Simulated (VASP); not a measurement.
These are optB88-vdW, VASP's PBE PAW potentials (set 64) (plane waves; VASP) values and carry that method's errors.

A VASP calculation is set up with these files.

### INCAR
```
AGGAC = 0.0
ALGO = Normal
EDIFF = 1E-7
EDIFFG = -0.01
ENCUT = 520
GGA = BO
IBRION = 2
ISIF = 4
ISMEAR = 1
LASPH = .TRUE.
LCHARG = .FALSE.
LREAL = .FALSE.
LUSE_VDW = .TRUE.
LWAVE = .FALSE.
NELM = 100
NSW = 30
PARAM1 = 0.1833333333
PARAM2 = 0.22
PREC = Accurate
SIGMA = 0.1
SYSTEM = Mg
```

### POSCAR
```
Mg
1.0
  1.5675052352  -2.7149991489   0.0000000000
  1.5675052352   2.7149991489   0.0000000000
  0.0000000000   0.0000000000   4.9889398258
Mg
2
Cartesian
  1.5675052352   0.9050015263   1.2472349565
  1.5675052352  -0.9050015263   3.7417048694
```

### KPOINTS
```
Automatic mesh
0
Gamma
13 13 7
0 0 0
```

POTCAR, in this order: Mg (PBE.64 set). Program: vasp_std.

The run wrote:

OSZICAR:
```
       N       E                     dE             d eps       ncg     rms          rms(c)
DAV:   1     0.300831726157E+01    0.30083E+01   -0.12767E+03  1008   0.467E+02
DAV:   2     0.221706354512E+00   -0.27866E+01   -0.26983E+01  1302   0.285E+01
DAV:   3     0.196186613319E+00   -0.25520E-01   -0.25009E-01  1530   0.330E+00
DAV:   4     0.196113497121E+00   -0.73116E-04   -0.73112E-04  1380   0.133E-01
DAV:   5     0.196113064886E+00   -0.43224E-06   -0.43235E-06  1440   0.843E-03    0.847E-01
DAV:   6     0.185148279194E+00   -0.10965E-01   -0.46016E-03  1266   0.574E-01    0.561E-01
DAV:   7     0.174610404044E+00   -0.10538E-01   -0.19215E-02  1062   0.125E+00    0.439E-02
DAV:   8     0.174592594065E+00   -0.17810E-04   -0.11099E-04  1404   0.104E-01    0.103E-02
DAV:   9     0.174586756210E+00   -0.58379E-05   -0.81380E-06  1356   0.318E-02    0.277E-03
DAV:  10     0.174586153171E+00   -0.60304E-06   -0.93572E-07  1332   0.103E-02    0.590E-04
DAV:  11     0.174586160253E+00    0.70815E-08   -0.27237E-08   792   0.123E-03
   1 F= 0.17458616E+00 E0= 0.17519989E+00  d E =0.174586E+00
       N       E                     dE             d eps       ncg     rms          rms(c)
DAV:   1     0.173537455083E+00   -0.10487E-02   -0.26996E-03  1374   0.278E-01    0.160E-02
DAV:   2     0.173529867754E+00   -0.75873E-05   -0.14954E-05  1176   0.287E-02    0.109E-02
DAV:   3     0.173524638736E+00   -0.52290E-05   -0.69527E-06  1284   0.223E-02    0.446E-04
DAV:   4     0.173524612961E+00   -0.25775E-07   -0.15532E-08  1104   0.108E-03
   2 F= 0.17352461E+00 E0= 0.17400609E+00  d E =-.106155E-02
       N       E                     dE             d eps       ncg     rms          rms(c)
DAV:   1     0.172926296196E+00   -0.59834E-03   -0.50720E-03  1362   0.380E-01    0.210E-02
DAV:   2     0.172912720163E+00   -0.13576E-04   -0.28045E-05  1158   0.391E-02    0.143E-02
DAV:   3     0.172903525155E+00   -0.91950E-05   -0.12024E-05  1254   0.298E-02    0.566E-04
DAV:   4     0.172903491713E+00   -0.33442E-07   -0.25582E-08  1188   0.140E-03
   3 F= 0.17290349E+00 E0= 0.17308212E+00  d E =-.168267E-02
```

File OUTCAR:
```
------------------------ aborting loop because EDIFF is reached ----------------------------------------
  FORCE on cell =-STRESS in cart. coord.  units (eV):
  Direction    XX          YY          ZZ          XY          YZ          ZX
  --------------------------------------------------------------------------------------
  Total        0.6719952      0.6719955      0.6920752      0.0000000      0.0000000      0.0000000
  in kB       25.3547785     25.3547873     26.1124088      0.0000000      0.0000000      0.0000000
  external PRESSURE =      25.6073249 kB  Pullay stress =       0.0000000 kB
  volume of cell :       42.46
      direct lattice vectors                 reciprocal lattice vectors
     1.559145960 -2.700520487  0.000000000     0.320688385 -0.185149493 -0.000000000
     1.559145960  2.700520487  0.000000000     0.320688385  0.185149493  0.000000000
     0.000000000 -0.000000000  5.042579029     0.000000000  0.000000000  0.198311220
 POSITION                                       TOTAL-FORCE (eV/Angst)
 -----------------------------------------------------------------------------------
      1.55915      0.90018      1.26064         0.000000      0.000000      0.000000
      1.55915     -0.90018      3.78193        -0.000000     -0.000000      0.000000
 -----------------------------------------------------------------------------------
    total drift:                                0.000000     -0.000006      0.000001
  FREE ENERGIE OF THE ION-ELECTRON SYSTEM (eV)
  ---------------------------------------------------
  free  energy   TOTEN  =         0.1729034917 eV

  energy  without entropy=        0.1734393675  energy(sigma->0) =        0.17308212

 reached required accuracy - stopping structural energy minimisation
```
(Selected blocks of OUTCAR.)

File CONTCAR:
```
Mg
   1.00000000000000
     1.5591459601681708   -2.7005204874493596    0.0000000000000000
     1.5591459601681708    2.7005204874493596    0.0000000000000000
     0.0000000000000000   -0.0000000000000000    5.0425790285428915
  Mg
     2
Direct
     0.3333330000000032    0.6666669999999968    0.2500000000000000
     0.6666669999999968    0.3333330000000032    0.7500000000000000
```

OUTCAR:
```
 val. band max:        3.0107893521   @ k =   0.3077   0.0000   0.0000

 cond. band min:       3.0542983948   @ k =   0.4615   0.0000   0.2857


 Fermi energy:         3.0381130021

 k-point     1 :       0.0000    0.0000    0.0000
  band No.  band energies     occupation
      1      -4.2682      2.00000
      2       1.2365      2.00000
      3       1.7696      2.00000
      4      14.3553      0.00000
      5      14.3553      0.00000
      6      14.5605      0.00000

 k-point     2 :       0.0769   -0.0000    0.0000
  band No.  band energies     occupation
      1      -4.1459      2.00000
      2       1.3471      2.00000
      3       1.8876      2.00000
      4      12.2366      0.00000
      5      13.2544      0.00000
      6      14.0713      0.00000

 k-point     3 :       0.1538    0.0000    0.0000
  band No.  band energies     occupation
      1      -3.7800      2.00000
      2       1.6793      2.00000
      3       2.2370      2.00000
      4       9.8018      0.00000
      5      12.2514      0.00000
      6      12.8801      0.00000

 k-point     4 :       0.2308   -0.0000    0.0000
  band No.  band energies     occupation
      1      -3.1735      2.00000
      2       2.2336      2.00000
      3       2.7986      2.00365
      4       7.5212      0.00000
      5      11.4486      0.00000
      6      11.6199      0.00000

 k-point     5 :       0.3077    0.0000    0.0000
  band No.  band energies     occupation
      1      -2.3315      2.00000
      2       3.0108      1.44388
      3       3.4707     -0.00000
      4       5.5325      0.00000
      5      10.2665      0.00000
      6      10.2897      0.00000

 k-point     6 :       0.3846   -0.0000    0.0000
  band No.  band energies     occupation
      1      -1.2609      2.00000
      2       3.0815      0.33727
      3       4.0111     -0.00000
      4       5.0058     -0.00000
      5       8.3892      0.00000
      6       8.8229      0.00000
...
```

The compound is Mg in the hcp structure. This cell is one point of a volume scan, at 0.94 of the reference volume. Symmetry was kept, so distortions that lower it aren't found.
